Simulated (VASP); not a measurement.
The system is MoS2.

```
Mo S
1.0
     3.16100    0.00000    0.00000
    -1.58050    2.73751    0.00000
     0.00000    0.00000   15.98350
Mo S
2 4
Direct
  0.33333 0.66667 0.25000
  0.66667 0.33333 0.75000
  0.66667 0.33333 0.34791
  0.66667 0.33333 0.15209
  0.33333 0.66667 0.84791
  0.33333 0.66667 0.65209
```

The cell was built by a generator and needn't be a form met in nature.

Base run:

| Property | Result |
| --- | --- |
| Program | VASP 6.6.1 |
| Functional | rev-vdW-DF2 |
| Potentials or basis | VASP PAW PBE potentials, release 64 (Mo_sv, S) |
| Cutoff | 520 eV |
| k mesh | 8 × 8 × 2 |
| Occupations | fermi-dirac, width 0.05 eV |
| Spin | no spin polarisation |

Its results: band gap on the k mesh 1.86 eV, indirect (least direct gap 2.05 eV); pressure 0.3 GPa; largest force 0.137 eV/Å.

The run is repeated on the same cell with these changes: functional from rev-vdW-DF2 to vdW-DF. What comes out?

Band gap on the k mesh 1.85 eV, indirect (least direct gap 2.04 eV); pressure 5.4 GPa; largest force 0.655 eV/Å.

Caveats: the PAW data sets were made with another functional, which shifts forces and pressure a little.

A k mesh can miss the band edges.

Not every run made on this cell is shown here.
